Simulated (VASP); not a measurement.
# RbP2 (R-3m) in VASP: relaxation of cell and atoms with PBE

Aim: the relaxation of cell and atoms of RbP2 with PBE.

All numbers are computed with VASP 6.6.1; they aren't measurements. Logs are shortened: lines on timing, memory, paths and dates and some standing lists are left out, and cuts for length are marked.

### Step 1. The cell of the first run

The structure is trigonal, space group R-3m (No. 166). The conventional cell has a = 5.145 Å, b = 5.145 Å, c = 12.820 Å, α = 90.00°, β = 90.00°, γ = 120.00°. Around Rb (site symmetry -3m) lie 6 P at 3.02 Å. P (site symmetry 3m) has 3 Rb at 3.02 Å and 4 P at 3.17 to 3.18 Å as nearest neighbours.

The cell was built by a generator and needn't be a form met in nature.

### Step 2. Relaxation of cell and atoms, PBE (random cell by space group and Wyckoff sites (R-3m, No. 166))

Input file INCAR:

```
SYSTEM = RbP2
  PREC = Accurate
  ENCUT = 600
  EDIFF = 1E-6
  ISMEAR = 0
  SIGMA = 0.1
  LREAL = .FALSE.
  LASPH = .TRUE.
  NELM = 100
  ALGO = Normal
  ISIF = 3
  LWAVE = .FALSE.
  LCHARG = .FALSE.
  GGA = PE
  IBRION = 2
  NSW = 90
  EDIFFG = -0.04
```

Input file KPOINTS:

```
Automatic mesh
0
G
  6 6 6
  0 0 0
```

Input file POSCAR:

```
RbP2
1.0
    2.5726371800      1.4853127700      4.2733537800
   -2.5726371800      1.4853127700      4.2733537800
    0.0000000000     -2.9706255400      4.2733537800
Rb P
1 2
Direct
    0.0000000000      0.0000000000      0.0000000000
    0.3760162800      0.3760162800      0.3760162800
    0.6239837200      0.6239837200      0.6239837200
```

Potentials or basis: VASP PAW PBE potentials, release 64 (Rb_sv, P).

On the command line:

```
> cat potpaw_PBE.64/Rb_sv/POTCAR potpaw_PBE.64/P/POTCAR > POTCAR
> mpirun -np 1 vasp_std > vasp.out
```

OUTCAR:

```text
SYSTEM = RbP2
   PREC = Accurate
   ENCUT = 600
   EDIFF = 1E-6
   ISMEAR = 0
   LREAL = .FALSE.
   LASPH = .TRUE.
   NELM = 100
   ISIF = 3
   GGA = PE
   IBRION = 2
   NSW = 90
   EDIFFG = -0.04

 ion  position               nearest neighbor table
   1  0.000  0.000  0.000-   3 3.02   3 3.02   2 3.02   2 3.02   3 3.02   2 3.02
   2  0.376  0.376  0.376-   1 3.02   1 3.02   1 3.02
   3  0.624  0.624  0.624-   1 3.02   1 3.02   1 3.02

  LATTYP: Found a trigonal (rhomboedric) cell.
 ALAT       =     5.2044373965
 COS(alpha) =     0.5113031922

  Lattice vectors:

 A1 = (   2.5726371800,   1.4853127700,   4.2733537800)
 A2 = (  -2.5726371800,   1.4853127700,   4.2733537800)
 A3 = (   0.0000000000,  -2.9706255400,   4.2733537800)

Analysis of symmetry for initial positions (statically):
=====================================================================
 Subroutine PRICEL returns:
 Original cell was already a primitive cell.

 Routine SETGRP: Setting up the symmetry group for a
 trigonal (rhombohedral) supercell.

 Subroutine GETGRP returns: Found 12 space group operations
 (whereof 12 operations were pure point group operations)
 out of a pool of 12 trial point group operations.

The static configuration has the point symmetry D_3d.

Analysis of symmetry for dynamics (positions and initial velocities):
=====================================================================
 Subroutine PRICEL returns:
 Original cell was already a primitive cell.

 Routine SETGRP: Setting up the symmetry group for a
 trigonal (rhombohedral) supercell.

 Subroutine GETGRP returns: Found 12 space group operations
 (whereof 12 operations were pure point group operations)
 out of a pool of 12 trial point group operations.

The dynamic configuration has the point symmetry D_3d.

 Subroutine INISYM returns: Found 12 space group operations
 (whereof 12 operations are pure point group operations),
 and found     1 'primitive' translations

----------------------------------------------------------------------------------------

                                     Primitive cell

  volume of cell :      97.9753

  direct lattice vectors                    reciprocal lattice vectors
     2.572637180  1.485312770  4.273353780     0.194353096  0.112209812  0.078002747
    -2.572637180  1.485312770  4.273353780    -0.194353096  0.112209812  0.078002747
     0.000000000 -2.970625540  4.273353780     0.000000000 -0.224419624  0.078002747

  length of vectors
     5.204437396  5.204437396  5.204437398     0.237589133  0.237589133  0.237589133

  position of ions in fractional coordinates (direct lattice)
     0.000000000  0.000000000  0.000000000
     0.376016280  0.376016280  0.376016280
     0.623983720  0.623983720  0.623983720

  ion indices of the primitive-cell ions
[... 117 lines left out ...]

 number of electron      19.0000000 magnetization

 Free energy of the ion-electron system (eV)
  ---------------------------------------------------
  ext. energy  EPLUGINS =         0.00000000
  ---------------------------------------------------
  free energy    TOTEN  =        -8.63876567 eV

  energy without entropy =       -8.62645337  energy(sigma->0) =       -8.63260952

------------------------ aborting loop because EDIFF is reached ----------------------------------------

  FORCE on cell =-STRESS in cart. coord.  units (eV):
  Direction    XX          YY          ZZ          XY          YZ          ZX
  --------------------------------------------------------------------------------------
  -------------------------------------------------------------------------------------
  Total        2.4725921      2.4725921     -4.2480273      0.0000000      0.0000000      0.0000000
  in kB       40.4339814     40.4339815    -69.4674444      0.0000000      0.0000000      0.0000000
  external PRESSURE =       3.8001728 kB  Pullay stress =       0.0000000 kB
[... 92 lines left out ...]
  FREE ENERGIE OF THE ION-ELECTRON SYSTEM (eV)
  ---------------------------------------------------
  free  energy   TOTEN  =       -11.5386461180 eV

  energy  without entropy=      -11.5294857313  energy(sigma->0) =      -11.53406592

 E-fermi :   5.7436     XC(G=0):  -8.8628

 val. band max:        5.6979464585   @ k =   0.5000   0.3333   0.3333
 cond. band min:       5.7553192546   @ k =  -0.1667   0.3333   0.1667
 fundamental gap:      0.0573727961
 Fermi energy:         5.7436455656

 k-point     1 :       0.0000    0.0000    0.0000
  band No.  band energies     occupation
      1     -26.9091      2.00000
      2     -16.1087      2.00000
      3      -9.4821      2.00000
      4      -9.4821      2.00000
      5      -4.6412      2.00000
      6      -4.5045      2.00000
      7      -4.5045      2.00000
      8       2.9245      2.00000
      9       2.9245      2.00000
     10       3.8730      2.00000
     11       6.1023      0.00000
     12       6.1023      0.00000
     13      10.1378      0.00000
[... 356 lines left out ...]
      2     -16.6453      2.00000
      3      -9.4240      2.00000
      4      -9.2328      2.00000
      5      -5.7599      2.00000
      6      -5.6759      2.00000
      7      -2.2024      2.00000
      8       3.5283      2.00000
      9       5.5091      1.99909
     10       5.8107      0.34318
     11       5.8808      0.05240
     12       7.6888      0.00000
     13       8.6705      0.00000

 [... further k-points ...]

[... ionic steps 4 to 20 ...]

--------------------------------------- Ionic step       21  -------------------------------------------

 number of electron      19.0000001 magnetization

------------------------ aborting loop because EDIFF is reached ----------------------------------------
[... 69 lines left out ...]
--------------------------------------- Ionic step       23  -------------------------------------------

 number of electron      19.0000001 magnetization

 Free energy of the ion-electron system (eV)
  ---------------------------------------------------
  ext. energy  EPLUGINS =         0.00000000
  ---------------------------------------------------
  free energy    TOTEN  =       -11.86920037 eV

  energy without entropy =      -11.85922284  energy(sigma->0) =      -11.86421161

 E-fermi :   2.2954     XC(G=0):  -7.9833

 val. band max:        2.2923330683   @ k =  -0.1667   0.5000   0.1667
 cond. band min:       2.3208245730   @ k =   0.5000   0.5000   0.1667
 fundamental gap:      0.0284915047
 Fermi energy:         2.2953699719

 k-point     1 :       0.0000    0.0000    0.0000
  band No.  band energies     occupation
      1     -25.0304      2.00000
      2     -10.2036      2.00000
      3      -9.1268      2.00000
      4      -9.1235      2.00000
      5      -9.1235      2.00000
      6      -4.6010      2.00000
      7      -1.2457      2.00000
      8       0.2668      2.00000
      9       0.2668      2.00000
     10       1.5123      2.00000
     11       1.5123      2.00000
     12       6.1538      0.00000
     13       6.9244      0.00000
[... 398 lines left out ...]
  FREE ENERGIE OF THE ION-ELECTRON SYSTEM (eV)
  ---------------------------------------------------
  free  energy   TOTEN  =       -11.8692003730 eV

  energy  without entropy=      -11.8592228406  energy(sigma->0) =      -11.86421161

 reached required accuracy - stopping structural energy minimisation
```

Run time: 12 min. Hardware: 1 thread of Intel Xeon Platinum 8259CL at 2.50GHz (Skylake/Cascade Lake), shared host; peak memory 0.3 GiB.

What came out:

```yaml
Free_energy: -11.8692 eV
Relaxed_volume: 31.77 Å³/atom
Relaxed_cell: a = 4.620 Å, b = 4.620 Å, c = 4.620 Å, α = 81.01°, β = 81.01°, γ = 81.01°
Space_group_after_relaxing_to_0.05_Å: R-3m (No. 166)
Energy_gained_by_relaxing: 1076.8 meV/atom
Ionic_steps: 23
Pressure_after_relaxing: -0.1 GPa
Largest_force_after_relaxing: 0.009 eV/Å
Band_gap_on_the_k_mesh: none (metal or under the smearing width)
```

Forces on the atoms (eV/Å):
```
Rb   0.000  0.000  0.000
P    0.000  0.000 -0.009
P    0.000  0.000  0.009
```

Step by step:
```csv
step,energy change (eV),largest force (eV/Å),pressure (GPa),volume (Å³)
1,0.0000,0.3773,0.38,97.98
2,-0.5518,1.3482,-1.79,98.69
3,-2.8999,2.7446,-3.57,95.65
4,145.0194,353.5192,420.74,60.64
5,-2.0620,3.4231,-5.14,95.46
6,1.4238,10.4135,30.93,83.31
7,-2.2368,3.6260,-4.77,94.39
8,-2.5525,2.2760,2.23,89.77
9,-2.6198,3.4385,-2.19,91.95
10,-2.6468,3.1990,-1.09,91.30
11,-2.6532,0.0888,4.29,90.97
12,-2.7402,1.8943,1.32,91.15
13,-2.8960,1.2995,1.01,92.04
14,-3.1257,0.6975,1.30,94.61
15,-3.1348,1.2830,1.62,95.27
16,-3.1960,0.8747,-1.39,98.24
17,-3.2044,0.3730,-0.69,97.42
18,-3.2140,0.2841,-0.59,97.02
19,-3.2294,0.0099,-0.17,95.78
20,-3.2303,0.0697,-0.03,95.40
21,-3.2303,0.0782,0.00,95.36
22,-3.2302,0.0890,-0.18,95.27
23,-3.2304,0.0085,-0.09,95.32
```

Final structure:
```
Rb P
1.0
     3.00068    1.73244    3.05605
    -3.00068    1.73244    3.05605
     0.00000   -3.46488    3.05605
Rb P
1 2
Direct
  0.00000 0.00000 0.00000
  0.39116 0.39116 0.39116
  0.60884 0.60884 0.60884
```

Levels at points of the mesh, in eV from the Fermi level:
```tsv
k point	band 6	band 7	band 8	band 9	band 10	band 11	band 12	band 13
(0.00, 0.00, 0.00)	-6.90	-3.54	-2.03	-2.03	-0.78	-0.78	3.86	4.63
(0.50, 0.00, 0.00)	-7.53	-3.27	-3.11	-2.05	-0.47	1.20	3.08	3.58
(0.50, 0.50, 0.00)	-7.62	-3.44	-3.20	-2.22	-0.48	1.48	4.02	4.10
(0.50, 0.50, 0.50)	-8.14	-3.57	-3.57	-2.84	1.25	1.25	4.30	5.09
```
